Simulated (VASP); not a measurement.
Data:

```yaml
crystal:
  lattice:
    - [4.09230, 0.00000, 0.00000]
    - [0.00000, 5.38185, 0.00000]
    - [0.00000, 0.00000, 17.99930]
  atoms:
    - { symbol: Pb, position: [0.00000, 0.22597, 0.33335] }
    - { symbol: Pb, position: [0.50000, 0.77403, 0.44445] }
    - { symbol: Pb, position: [0.00000, 0.22597, 0.55555] }
    - { symbol: Pb, position: [0.50000, 0.77403, 0.66665] }
    - { symbol: O, position: [0.50000, 0.00000, 0.33335] }
    - { symbol: O, position: [0.00000, 0.00000, 0.44445] }
    - { symbol: O, position: [0.50000, 0.00000, 0.55555] }
    - { symbol: O, position: [0.00000, 0.00000, 0.66665] }
```

All values below come from PBEsol GGA, VASP's PBE PAW potentials (set 64) (plane waves; VASP). Run with 400 eV cut-off, 5×4×1 Γ-centred mesh, Gaussian smearing of 0.050 eV, potentials Pb_d O.

The cell holds a wide vacuum, so values per volume refer to the whole cell.

Question: What does the run give for the energy per atom (σ→0), largest force?

Answer: 
The energy per atom (σ→0) is -531.5 kJ/mol of atoms. The largest force is 1.692 eV/Å.

Total energies compare only between runs with the same potentials, cut-off and functional.

The cell is a sheet with vacuum, built from a database entry that may be metastable or hypothetical.
